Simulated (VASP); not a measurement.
Crystal: SrTl2Ge2.

```
Ge Tl Sr
1.0
     0.00000    4.76280    0.00000
     4.76280    0.00000    0.00000
     2.38140    2.38140   -5.80633
Ge Tl Sr
2 2 1
Direct
  0.38600 0.38600 0.22800
  0.61400 0.61400 0.77200
  0.75000 0.25000 0.50000
  0.25000 0.75000 0.50000
  0.00000 0.00000 0.00000
```

The cell was built by a generator and needn't be a form met in nature.

Base run:

| Item | Value |
| --- | --- |
| Program | VASP 6.6.1 |
| Functional | PBE |
| Potentials or basis | VASP PAW PBE potentials, release 64 (Ge_d, Tl_d, Sr_sv) |
| Cutoff | 520 eV |
| k mesh | 4 × 4 × 4 |
| Occupations | fermi-dirac, width 0.1 eV |
| Spin | no spin polarisation |

Its results: band gap on the k mesh none (metal or under the smearing width); pressure 4.4 GPa; largest force 0.911 eV/Å.

**Question.** The run is repeated on the same cell with these changes: functional from PBE to PBEsol; further incar settings from ALGO = Fast; EDIFF = 1e-07; NBANDS = 40 to ALGO = Normal; EDIFF = 1e-06; NBANDS = 40. What comes out?

**Answer.** Band gap on the k mesh none (metal or under the smearing width); pressure 1.5 GPa; largest force 0.780 eV/Å.

Caveats: the PAW data sets were made with another functional, which shifts forces and pressure a little (some runs).

Not every run made on this cell is shown here.
